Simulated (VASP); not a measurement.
OSZICAR of a VASP run on Pb31Te32:

### OSZICAR
```
       N       E                     dE             d eps       ncg     rms          rms(c)
DAV:   1     0.223851783876E+04    0.22385E+04   -0.10311E+05   382   0.112E+03
DAV:   2     0.110333079572E+03   -0.21282E+04   -0.20494E+04   564   0.194E+02
DAV:   3    -0.201019216903E+03   -0.31135E+03   -0.30363E+03   436   0.811E+01
DAV:   4    -0.217672450895E+03   -0.16653E+02   -0.16506E+02   468   0.180E+01
DAV:   5    -0.218342048446E+03   -0.66960E+00   -0.66750E+00   548   0.408E+00    0.445E+01
RMM:   6    -0.211155735795E+03    0.71863E+01   -0.16101E+01   390   0.419E+00    0.287E+01
RMM:   7    -0.211905362791E+03   -0.74963E+00   -0.25719E+01   395   0.489E+00    0.647E+00
RMM:   8    -0.211021359883E+03    0.88400E+00   -0.24934E+00   382   0.240E+00    0.533E+00
RMM:   9    -0.211025557900E+03   -0.41980E-02   -0.81823E-01   422   0.889E-01    0.165E+00
RMM:  10    -0.210988181586E+03    0.37376E-01   -0.49636E-01   417   0.637E-01    0.638E-01
RMM:  11    -0.210992135984E+03   -0.39544E-02   -0.54480E-02   430   0.283E-01    0.360E-01
RMM:  12    -0.210993873328E+03   -0.17373E-02   -0.18779E-02   515   0.135E-01    0.377E-01
RMM:  13    -0.210993997761E+03   -0.12443E-03   -0.18312E-03   474   0.439E-02    0.330E-01
RMM:  14    -0.210994029293E+03   -0.31532E-04   -0.90579E-04   394   0.331E-02    0.151E-01
RMM:  15    -0.210994275509E+03   -0.24622E-03   -0.18056E-03   415   0.471E-02    0.356E-01
RMM:  16    -0.210993982368E+03    0.29314E-03   -0.37349E-04   382   0.250E-02    0.191E-01
RMM:  17    -0.210993966040E+03    0.16328E-04   -0.15651E-04   370   0.110E-02    0.162E-01
RMM:  18    -0.210993983714E+03   -0.17673E-04   -0.20381E-05   247   0.472E-03    0.170E-01
RMM:  19    -0.210994011913E+03   -0.28199E-04   -0.58003E-05   297   0.578E-03    0.148E-01
RMM:  20    -0.210993987478E+03    0.24435E-04   -0.97076E-05   359   0.849E-03    0.105E-01
RMM:  21    -0.210993929166E+03    0.58311E-04   -0.92848E-05   338   0.871E-03    0.647E-02
RMM:  22    -0.210993909399E+03    0.19767E-04   -0.16903E-04   413   0.110E-02    0.146E-02
RMM:  23    -0.210993907676E+03    0.17228E-05   -0.61055E-06   226   0.348E-03
   1 F= -.21099391E+03 E0= -.21099391E+03  d E =-.210994E+03
       N       E                     dE             d eps       ncg     rms          rms(c)
DAV:   1    -0.211056045857E+03   -0.62136E-01   -0.11153E+00   444   0.165E+00    0.477E-01
RMM:   2    -0.211060296065E+03   -0.42502E-02   -0.73405E-02   396   0.403E-01    0.187E-01
RMM:   3    -0.211061328154E+03   -0.10321E-02   -0.14223E-02   422   0.163E-01    0.181E-01
RMM:   4    -0.211061449005E+03   -0.12085E-03   -0.22027E-03   434   0.661E-02    0.910E-02
RMM:   5    -0.211061438826E+03    0.10179E-04   -0.52034E-04   400   0.352E-02    0.285E-02
RMM:   6    -0.211061454669E+03   -0.15844E-04   -0.20886E-04   416   0.177E-02    0.243E-02
RMM:   7    -0.211061458055E+03   -0.33860E-05   -0.26105E-05   254   0.733E-03
   2 F= -.21106146E+03 E0= -.21106146E+03  d E =-.675504E-01
       N       E                     dE             d eps       ncg     rms          rms(c)
DAV:   1    -0.211164762348E+03   -0.10331E+00   -0.10102E+01   398   0.495E+00    0.151E+00
RMM:   2    -0.211195677459E+03   -0.30915E-01   -0.58393E-01   393   0.119E+00    0.531E-01
RMM:   3    -0.211203783167E+03   -0.81057E-02   -0.11789E-01   422   0.483E-01    0.563E-01
RMM:   4    -0.211204816352E+03   -0.10332E-02   -0.17734E-02   431   0.192E-01    0.300E-01
RMM:   5    -0.211204626076E+03    0.19028E-03   -0.44244E-03   397   0.106E-01    0.851E-02
RMM:   6    -0.211204749374E+03   -0.12330E-03   -0.18164E-03   467   0.538E-02    0.755E-02
RMM:   7    -0.211204775593E+03   -0.26220E-04   -0.25549E-04   421   0.208E-02    0.558E-02
RMM:   8    -0.211204793145E+03   -0.17552E-04   -0.79510E-05   322   0.127E-02    0.820E-03
RMM:   9    -0.211204795974E+03   -0.28288E-05   -0.31888E-05   254   0.638E-03
   3 F= -.21120480E+03 E0= -.21120480E+03  d E =-.210888E+00
       N       E                     dE             d eps       ncg     rms          rms(c)
DAV:   1    -0.211061064000E+03    0.14373E+00   -0.40165E+01   382   0.995E+00    0.333E+00
RMM:   2    -0.211186236123E+03   -0.12517E+00   -0.23864E+00   391   0.240E+00    0.111E+00
RMM:   3    -0.211220204576E+03   -0.33968E-01   -0.48793E-01   419   0.975E-01    0.116E+00
RMM:   4    -0.211223901400E+03   -0.36968E-02   -0.69429E-02   432   0.394E-01    0.655E-01
RMM:   5    -0.211223163990E+03    0.73741E-03   -0.17846E-02   399   0.217E-01    0.187E-01
RMM:   6    -0.211223438083E+03   -0.27409E-03   -0.72361E-03   455   0.110E-01    0.152E-01
RMM:   7    -0.211223552868E+03   -0.11478E-03   -0.12721E-03   467   0.456E-02    0.111E-01
RMM:   8    -0.211223605739E+03   -0.52871E-04   -0.31766E-04   395   0.257E-02    0.286E-02
RMM:   9    -0.211223623164E+03   -0.17425E-04   -0.11008E-04   379   0.132E-02    0.129E-02
RMM:  10    -0.211223626480E+03   -0.33159E-05   -0.14628E-05   229   0.623E-03
   4 F= -.21122363E+03 E0= -.21122363E+03  d E =-.229719E+00
       N       E                     dE             d eps       ncg     rms          rms(c)
DAV:   1    -0.211221239023E+03    0.23841E-02   -0.89930E+00   382   0.471E+00    0.139E+00
RMM:   2    -0.211250345987E+03   -0.29107E-01   -0.53661E-01   390   0.115E+00    0.539E-01
RMM:   3    -0.211257333024E+03   -0.69870E-02   -0.10550E-01   419   0.464E-01    0.531E-01
RMM:   4    -0.211258233833E+03   -0.90081E-03   -0.15812E-02   427   0.187E-01    0.295E-01
RMM:   5    -0.211258060190E+03    0.17364E-03   -0.39902E-03   395   0.103E-01    0.826E-02
RMM:   6    -0.211258162038E+03   -0.10185E-03   -0.17148E-03   461   0.518E-02    0.680E-02
RMM:   7    -0.211258185784E+03   -0.23746E-04   -0.24608E-04   414   0.204E-02    0.542E-02
RMM:   8    -0.211258194954E+03   -0.91697E-05   -0.61747E-05   309   0.119E-02
   5 F= -.21125819E+03 E0= -.21125819E+03  d E =-.264287E+00
       N       E                     dE             d eps       ncg     rms          rms(c)
DAV:   1    -0.211272928760E+03   -0.14743E-01   -0.12063E+00   428   0.168E+00    0.595E-01
RMM:   2    -0.211278831139E+03   -0.59024E-02   -0.72286E-02   385   0.409E-01    0.197E-01
RMM:   3    -0.211279793255E+03   -0.96212E-03   -0.11358E-02   416   0.164E-01    0.162E-01
RMM:   4    -0.211279806595E+03   -0.13340E-04   -0.16988E-03   413   0.675E-02    0.898E-02
RMM:   5    -0.211279796554E+03    0.10041E-04   -0.49279E-04   394   0.346E-02    0.243E-02
RMM:   6    -0.211279813272E+03   -0.16718E-04   -0.17542E-04   399   0.175E-02    0.210E-02
RMM:   7    -0.211279814303E+03   -0.10308E-05   -0.13522E-05   228   0.630E-03
   6 F= -.21127981E+03 E0= -.21127981E+03  d E =-.216193E-01
       N       E                     dE             d eps       ncg     rms          rms(c)
DAV:   1    -0.211229560269E+03    0.50253E-01   -0.10847E+01   382   0.502E+00    0.186E+00
RMM:   2    -0.211282283788E+03   -0.52724E-01   -0.64755E-01   385   0.122E+00    0.601E-01
RMM:   3    -0.211290888910E+03   -0.86051E-02   -0.10174E-01   419   0.488E-01    0.501E-01
RMM:   4    -0.211290994304E+03   -0.10539E-03   -0.15139E-02   413   0.201E-01    0.281E-01
RMM:   5    -0.211290882528E+03    0.11178E-03   -0.44283E-03   394   0.104E-01    0.738E-02
RMM:   6    -0.211291024098E+03   -0.14157E-03   -0.15770E-03   461   0.526E-02    0.637E-02
RMM:   7    -0.211291035623E+03   -0.11525E-04   -0.15787E-04   387   0.191E-02    0.553E-02
RMM:   8    -0.211291037608E+03   -0.19850E-05   -0.50123E-05   293   0.105E-02
   7 F= -.21129104E+03 E0= -.21129104E+03  d E =-.328427E-01
       N       E                     dE             d eps       ncg     rms          rms(c)
DAV:   1    -0.211290051313E+03    0.98431E-03   -0.12939E+00   396   0.173E+00    0.623E-01
RMM:   2    -0.211296351006E+03   -0.62997E-02   -0.77072E-02   385   0.423E-01    0.207E-01
RMM:   3    -0.211297343160E+03   -0.99215E-03   -0.11986E-02   418   0.169E-01    0.170E-01
RMM:   4    -0.211297344022E+03   -0.86114E-06   -0.17636E-03   408   0.694E-02    0.923E-02
RMM:   5    -0.211297330239E+03    0.13783E-04   -0.52362E-04   394   0.359E-02    0.241E-02
RMM:   6    -0.211297344981E+03   -0.14743E-04   -0.18578E-04   393   0.181E-02    0.211E-02
RMM:   7    -0.211297345625E+03   -0.64413E-06   -0.14017E-05   228   0.638E-03
   8 F= -.21129735E+03 E0= -.21129735E+03  d E =-.391507E-01
```

Question: Which electronic solver shows in the log?

Answer: It is blocked Davidson (ALGO = Normal, or the opening steps of other solvers) and then RMM-DIIS (ALGO = Fast or VeryFast). The INCAR had ALGO = Fast.

Question: Can the final energy be trusted as converged?

Answer: The calculation finished and met its thresholds. It stopped with EDIFF = 1E-5, NELM = 100, NSW = 60 and EDIFFG = -0.03 after 8 ionic steps (PBE GGA, plane waves, VASP's PBE PAW potentials (set 64)). The cell is charged, with a uniform compensating background. The supercell is sampled at Γ alone, which is coarse: total energies, pressure and levels can be off, energies of defects by several tenths of an eV.

The cell is a supercell with a defect, built from PbTe (rock salt): vac_Pb, charge -2. The run is not spin-polarised, so no state with unpaired spins was tried.
